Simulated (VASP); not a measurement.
# BeSi (Pm-3m) in VASP: band structure with PBEsol

Aim: the band structure of BeSi with PBEsol.

Program: VASP 6.6.1. These are calculated values, not measurements. Logs are shortened: lines on timing, memory, paths and dates and some standing lists are left out, and cuts for length are marked.

## 1. The undisturbed crystal

Symmetry: Pm-3m, No. 221, cubic system. The conventional cell has a = 2.966 Å, b = 2.966 Å, c = 2.966 Å, α = 90.00°, β = 90.00°, γ = 90.00°. Be (site symmetry m-3m) has 8 Si at 2.57 Å as nearest neighbours. Si (site symmetry m-3m) is surrounded by 8 Be at 2.57 Å.

The cell was built by a generator and needn't be a form met in nature.

## 2. Band structure, PBEsol (cell strained at random at fixed volume)

Input file POSCAR:

```
BeSi
1.0
    2.9760720000      0.0114520000      0.0016060000
    0.0114520000      2.9616950000     -0.0400930000
    0.0016060000     -0.0400930000      2.9603260000
Be Si
1 1
Direct
    0.5000000000      0.5000000000      0.5000000000
    0.0000000000      0.0000000000      0.0000000000
```

Input file INCAR.step1:

```
SYSTEM = BeSi
ALGO = Fast
EDIFF = 1E-6
ENCUT = 500
GGA = PS
ISIF = 2
ISMEAR = -1
LASPH = .True.
LCHARG = .True.
LREAL = .False.
LWAVE = .False.
NBANDS = 10
NELM = 100
PREC = Accurate
SIGMA = 0.05
```

Input file KPOINTS.step1:

```
k-points
0
Gamma
  9 9 9
  0 0 0
```

Input file INCAR.step2:

```
SYSTEM = BeSi
ALGO = Fast
EDIFF = 1E-6
ENCUT = 500
GGA = PS
ICHARG = 11
ISIF = 2
ISMEAR = 0
LASPH = .True.
LCHARG = .False.
LREAL = .False.
LWAVE = .False.
NBANDS = 10
NELM = 100
PREC = Accurate
SIGMA = 0.05
```

Input file KPOINTS.step2:

```
path XGY,LGZ,NGM,RG
10
line-mode
reciprocal
 0.0000000000  0.0000000000 -0.5000000000  X
 0.0000000000  0.0000000000  0.0000000000  G

 0.0000000000  0.0000000000  0.0000000000  G
-0.5000000000  0.0000000000  0.0000000000  Y

-0.5000000000  0.0000000000 -0.5000000000  L
 0.0000000000  0.0000000000  0.0000000000  G

 0.0000000000  0.0000000000  0.0000000000  G
 0.5000000000  0.5000000000  0.0000000000  Z

 0.5000000000  0.5000000000 -0.5000000000  N
 0.0000000000  0.0000000000  0.0000000000  G

 0.0000000000  0.0000000000  0.0000000000  G
 0.0000000000  0.5000000000  0.0000000000  M

 0.0000000000  0.5000000000 -0.5000000000  R
 0.0000000000  0.0000000000  0.0000000000  G
```

Potentials or basis: VASP PAW PBE potentials, release 54 (Be, Si).

Run with:

```console
$ cat potpaw_PBE.54/Be/POTCAR potpaw_PBE.54/Si/POTCAR > POTCAR
$ cp INCAR.step1 INCAR
$ cp KPOINTS.step1 KPOINTS
$ mpirun -np 1 vasp_std > vasp.out
$ cp INCAR.step2 INCAR
$ cp KPOINTS.step2 KPOINTS
$ mpirun -np 1 vasp_std > vasp.out
```

OUTCAR:

```text
SYSTEM = BeSi
   EDIFF = 1E-6
   ENCUT = 500
   GGA = PS
   ICHARG = 11
   ISIF = 2
   ISMEAR = 0
   LASPH = .True.
   LREAL = .False.
   NELM = 100
   PREC = Accurate

 ion  position               nearest neighbor table
   1  0.500  0.500  0.500-   2 2.54   2 2.54   2 2.55   2 2.55   2 2.59   2 2.59   2 2.60   2 2.60

   2  0.000  0.000  0.000-   1 2.54   1 2.54   1 2.55   1 2.55   1 2.59   1 2.59   1 2.60   1 2.60

  LATTYP: Found a triclinic cell.
 ALAT       =     5.1063535978
 B/A-ratio  =     0.5828218532
 C/A-ratio  =     0.5797870956
 COS(alpha) =     0.0010299274
 COS(beta)  =     0.5646832060
 COS(gamma) =     0.5878892794

  Lattice vectors:

 A1 = (  -2.9891300000,  -2.9330540000,  -2.9218390000)
 A2 = (  -2.9760720000,  -0.0114520000,  -0.0016060000)
 A3 = (  -0.0016060000,   0.0400930000,  -2.9603260000)

Analysis of symmetry for initial positions (statically):
=====================================================================
 Subroutine PRICEL returns:
 Original cell was already a primitive cell.

 Routine SETGRP: Setting up the symmetry group for a
 triclinic supercell.

 Subroutine GETGRP returns: Found  2 space group operations
 (whereof  2 operations were pure point group operations)
 out of a pool of  2 trial point group operations.

The static configuration has the point symmetry S_2 .

Analysis of symmetry for dynamics (positions and initial velocities):
=====================================================================
 Subroutine PRICEL returns:
 Original cell was already a primitive cell.

 Routine SETGRP: Setting up the symmetry group for a
 triclinic supercell.

 Subroutine GETGRP returns: Found  2 space group operations
 (whereof  2 operations were pure point group operations)
 out of a pool of  2 trial point group operations.

The dynamic configuration has the point symmetry S_2 .

 Subroutine INISYM returns: Found  2 space group operations
 (whereof  2 operations are pure point group operations),
 and found     1 'primitive' translations

----------------------------------------------------------------------------------------

                                     Primitive cell

  volume of cell :      26.0878

  direct lattice vectors                    reciprocal lattice vectors
     2.976072000  0.011452000  0.001606000     0.336018494 -0.001301991 -0.000199926
     0.011452000  2.961695000 -0.040093000    -0.001301991  0.337711451  0.004574481
     0.001606000 -0.040093000  2.960326000    -0.000199926  0.004574481  0.337862697

  length of vectors
     2.976094467  2.961988499  2.960597922     0.336021076  0.337744941  0.337893723

  position of ions in fractional coordinates (direct lattice)
     0.500000000  0.500000000  0.500000000
     0.000000000  0.000000000  0.000000000

  ion indices of the primitive-cell ions
   primitive index   ion index
                 1           1
                 2           2

----------------------------------------------------------------------------------------

 KPOINTS: path XGY,LGZ,NGM,RG

Interpolating k-points between supplied coordinates.

 Line segments in fractional coordinates (reciprocal lattice):
    0.000000  0.000000 -0.500000  ...  0.000000  0.000000  0.000000
    0.000000  0.000000  0.000000  ... -0.500000  0.000000  0.000000
   -0.500000  0.000000 -0.500000  ...  0.000000  0.000000  0.000000
    0.000000  0.000000  0.000000  ...  0.500000  0.500000  0.000000
    0.500000  0.500000 -0.500000  ...  0.000000  0.000000  0.000000
    0.000000  0.000000  0.000000  ...  0.000000  0.500000  0.000000
    0.000000  0.500000 -0.500000  ...  0.000000  0.000000  0.000000

 Generated    10 points on each line segment, for a total of     70 k-points:

 Following reciprocal coordinates:
            Coordinates               Weight
  0.000000  0.000000 -0.500000      0.014286
  0.000000  0.000000 -0.444444      0.014286
  0.000000  0.000000 -0.388889      0.014286
  0.000000  0.000000 -0.333333      0.014286
  0.000000  0.000000 -0.277778      0.014286
  0.000000  0.000000 -0.222222      0.014286
[... 16 lines left out ...]
 -0.388889  0.000000 -0.388889      0.014286
 -0.333333  0.000000 -0.333333      0.014286
 [... further k-points ...]
   k-points           NKPTS =     70   k-points in BZ     NKDIM =     70   number of bands    NBANDS=     10
   number of dos      NEDOS =    301   number of ions     NIONS =      2
   total plane-waves  NPLWV =  13824
   dimension x,y,z NGX =    24 NGY =   24 NGZ =   24
   dimension x,y,z NGXF=    48 NGYF=   48 NGZF=   48
   ions per type =               1   1
   NGX,Y,Z   is equivalent  to a cutoff of  13.41, 13.47, 13.48 a.u.
   NGXF,Y,Z  is equivalent  to a cutoff of  26.81, 26.94, 26.95 a.u.
 SYSTEM =  BeSi
   PREC   = accura    normal or accurate (medium, high low for compatibility)
   ISTART =      0    job   : 0-new  1-cont  2-samecut
   ICHARG =     11    charge: 1-file 2-atom 10-const
   ISPIN  =      1    spin polarized calculation?
   LNONCOLLINEAR =      F non collinear calculations
   LSORBIT =      F    spin-orbit coupling
   LASPH  =      T    aspherical Exc in radial PAW
   ENCUT  =  500.0 eV  36.75 Ry    6.06 a.u.   5.43  5.40  5.40*2*pi/ulx,y,z
   NELM   =    100;   NELMIN=  2; NELMDL=  0     # of ELM steps
   EDIFF  = 0.1E-05   stopping-criterion for ELM
   LREAL  =      F    real-space projection
   EDIFFG = 0.1E-04   stopping-criterion for IOM
   NSW    =      0    number of steps for IOM
   IBRION =     -1    ionic relax: 0-MD 1-quasi-New 2-CG
   NFREE  =      0    steps in history (QN), initial steepest desc. (CG)
   ISIF   =      2    stress and relaxation
   ISYM   =      2    0-nonsym 1-usesym 2-fastsym
   POTIM  = 0.5000    time-step for ionic-motion
   TEBEG  =    0.0;   TEEND  =   0.0 temperature during run
   PSTRESS=    0.0 pullay stress
   NELECT =       6.0000    total number of electrons
   NUPDOWN=      -1.0000    fix difference up-down
   EMIN   =  10.00;   EMAX   =-10.00  energy-range for DOS
   EFERMI =   0.00;   METHOD = LEGACY
   ISMEAR =     0;   SIGMA  =   0.05  broadening in eV -4-tet -1-fermi 0-gaus
   EFERMI_NEDOS =   21; number of points for ismear=-14 and -15
   IALGO  =     68    algorithm
   IMIX   =      4    mixing-type and parameters
     AMIX     =   0.40;   BMIX     =  1.00
     AMIX_MAG =   1.60;   BMIX_MAG =  1.00
  volume/ion in A,a.u.               =      13.04        88.02
  Fermi-wavevector in a.u.,A,eV,Ry     =   1.003028  1.895447 13.688337  1.006064
  Thomas-Fermi vector in A             =   2.135553
   LORBIT       =      0    0 simple, 1 ext, 2 COOP (PROOUT), +10 PAW based schemes
   GGA     = PS    functional components
   LHFCALC =     F    Hartree Fock is set to
   AEXX    =    0.0000 exact exchange contribution
   IVDW    =     0    specifies the selected vdW correction
   LEPSILON=     F    determine dielectric tensor
   LRPA    =     F    only Hartree local field effects (RPA)
 non-spin polarized calculation
 RMM-DIIS sequential band-by-band and
 Gauss-broadening in eV      SIGMA  =   0.05
  energy-cutoff  :      500.00
  volume of cell :       26.09
 maximum number of plane-waves:       677
 NGX is ok and might be reduce to    24

 number of electron       6.0000000 magnetization

 Free energy of the ion-electron system (eV)
  ---------------------------------------------------
  ext. energy  EPLUGINS =         0.00000000
  ---------------------------------------------------
  free energy    TOTEN  =        -7.02190490 eV

  energy without entropy =       -7.01864873  energy(sigma->0) =       -7.02027682

 E-fermi :   8.8058     XC(G=0): -10.4563

 val. band max:        8.7793011421   @ k =   0.0000   0.0556   0.0000
 cond. band min:       8.8246647369   @ k =   0.0000   0.0556  -0.0556
 fundamental gap:      0.0453635947
 Fermi energy:         8.8057766321

 k-point     1 :       0.0000    0.0000   -0.5000
  band No.  band energies     occupation
      1      -2.0803      2.00000
      2       0.1017      2.00000
      3      12.4077      0.00000
      4      12.5345      0.00000
      5      12.5576      0.00000
      6      12.6781      0.00000
      7      14.7609      0.00000
      8      14.9921      0.00000
      9      17.1619      0.00000
     10      18.4545      0.00000

 k-point     2 :       0.0000    0.0000   -0.4444
  band No.  band energies     occupation
      1      -2.3330      2.00000
      2       0.4451      2.00000
      3      11.7005      0.00000
      4      11.8351      0.00000
      5      13.3482      0.00000
      6      13.4519      0.00000
      7      14.6400      0.00000
      8      14.8552      0.00000
      9      17.2772      0.00000
     10      18.7455      0.00000

 k-point     3 :       0.0000    0.0000   -0.3889
  band No.  band energies     occupation
      1      -2.8430      2.00000
      2       1.2269      2.00000
      3      11.0088      0.00000
      4      11.1533      0.00000
      5      14.2015      0.00000
      6      14.2919      0.00000
      7      14.3838      0.00000
      8      14.6550      0.00000
      9      17.5821      0.00000
     10      19.4890      0.00000

 k-point     4 :       0.0000    0.0000   -0.3333
  band No.  band energies     occupation
      1      -3.3763      2.00000
      2       2.2112      2.00000
      3      10.4047      0.00000
      4      10.5574      0.00000
      5      13.7674      0.00000
      6      14.3359      0.00000
      7      15.2955      0.00000
      8      15.3894      0.00000
      9      17.9969      0.00000
     10      20.5063      0.00000
[... 222 lines left out ...]
 k-point    22 :      -0.4444    0.0000   -0.4444
  band No.  band energies     occupation
      1       0.6420      2.00000
      2       2.4301      2.00000
      3       3.0691      2.00000
      4       5.9998      2.00000
      5      14.2448      0.00000
      6      15.1269      0.00000
      7      17.1512      0.00000
      8      17.7529      0.00000
      9      18.6093      0.00000
     10      19.3219      0.00000

 k-point    23 :      -0.3889    0.0000   -0.3889
  band No.  band energies     occupation
      1      -0.5886      2.00000
      2       2.7209      2.00000
      3       3.7634      2.00000
      4       7.3061      2.00000
      5      13.2423      0.00000
      6      15.2855      0.00000
      7      16.3292      0.00000
      8      17.9571      0.00000
      9      18.9120      0.00000
     10      20.5434      0.00000

 k-point    24 :      -0.3333    0.0000   -0.3333
  band No.  band energies     occupation
      1      -1.7232      2.00000
      2       3.2041      2.00000
      3       4.3517      2.00000
      4       9.1220      0.00000
      5      12.1561      0.00000
      6      15.5040      0.00000
      7      15.7000      0.00000
      8      18.2810      0.00000
      9      19.3856      0.00000
     10      20.7787      0.00000

 [... further k-points ...]

------------------------ aborting loop because EDIFF is reached ----------------------------------------

  FORCE on cell =-STRESS in cart. coord.  units (eV):
  Direction    XX          YY          ZZ          XY          YZ          ZX
  --------------------------------------------------------------------------------------
  -------------------------------------------------------------------------------------
  Total        1.0692647     -2.0621684     -2.3336835     -2.2022893      1.2872305      0.0044784
  in kB       65.6687528   -126.6478008   -143.3228670   -135.2533097     79.0550924      0.2750404
  external PRESSURE =     -68.1006384 kB  Pullay stress =       0.0000000 kB

 VOLUME and BASIS-vectors are now :
 -----------------------------------------------------------------------------
  energy-cutoff  :      500.00
  volume of cell :       26.09
      direct lattice vectors                 reciprocal lattice vectors
     2.976072000  0.011452000  0.001606000     0.336018494 -0.001301991 -0.000199926
     0.011452000  2.961695000 -0.040093000    -0.001301991  0.337711451  0.004574481
     0.001606000 -0.040093000  2.960326000    -0.000199926  0.004574481  0.337862697

 POSITION                                       TOTAL-FORCE (eV/Angst)
 -----------------------------------------------------------------------------------
      1.49456      1.46653      1.46092        -0.000000     -0.000000      0.000000
      0.00000      0.00000      0.00000         0.000000      0.000000      0.000000
 -----------------------------------------------------------------------------------
    total drift:                               -0.000000      0.000000      0.000000

  FREE ENERGIE OF THE ION-ELECTRON SYSTEM (eV)
  ---------------------------------------------------
  free  energy   TOTEN  =        -7.0219049027 eV

  energy  without entropy=       -7.0186487335  energy(sigma->0) =       -7.02027682
```

Wall time 79 s (1 thread of AMD EPYC 7R43 (Zen 3), shared host); peak memory 0.16 GiB.

What came out:

* Band gap along the path: none (metal or under the smearing width)

Levels at the corners of the path, in eV from the Fermi level:
| point | band 1 | band 2 | band 3 | band 4 | band 5 | band 6 | band 7 |
| --- | --- | --- | --- | --- | --- | --- | --- |
| X | -9.65 | -7.47 | 4.83 | 4.96 | 4.98 | 5.10 | 7.19 |
| Γ | -12.58 | 1.12 | 1.19 | 1.47 | 4.54 | 4.62 | 6.38 |
| Γ | -12.58 | 1.12 | 1.19 | 1.47 | 4.54 | 4.62 | 6.38 |
| Y | -9.71 | -7.50 | 4.83 | 4.95 | 5.06 | 5.28 | 7.30 |
| L | -5.97 | -5.26 | -5.24 | -2.05 | 7.01 | 7.72 | 10.04 |
| Γ | -12.58 | 1.12 | 1.19 | 1.47 | 4.54 | 4.62 | 6.38 |
| Γ | -12.58 | 1.12 | 1.19 | 1.47 | 4.54 | 4.62 | 6.38 |
| Z | -5.98 | -5.29 | -5.21 | -2.05 | 7.01 | 7.74 | 10.03 |
| N | -2.42 | -1.79 | -1.62 | -1.50 | -0.91 | -0.76 | -0.68 |
| Γ | -12.58 | 1.12 | 1.19 | 1.47 | 4.54 | 4.62 | 6.38 |
| Γ | -12.58 | 1.12 | 1.19 | 1.47 | 4.54 | 4.62 | 6.38 |
| M | -9.66 | -7.47 | 4.83 | 4.96 | 5.00 | 5.09 | 7.19 |
| R | -5.93 | -5.35 | -5.09 | -1.98 | 6.88 | 7.78 | 9.75 |
| Γ | -12.58 | 1.12 | 1.19 | 1.47 | 4.54 | 4.62 | 6.38 |

Caveat: the log is that of the step along the path at fixed density, whose energy, stress, charges and moments have no meaning; the PAW data sets were made with another functional, which shifts forces and pressure a little.
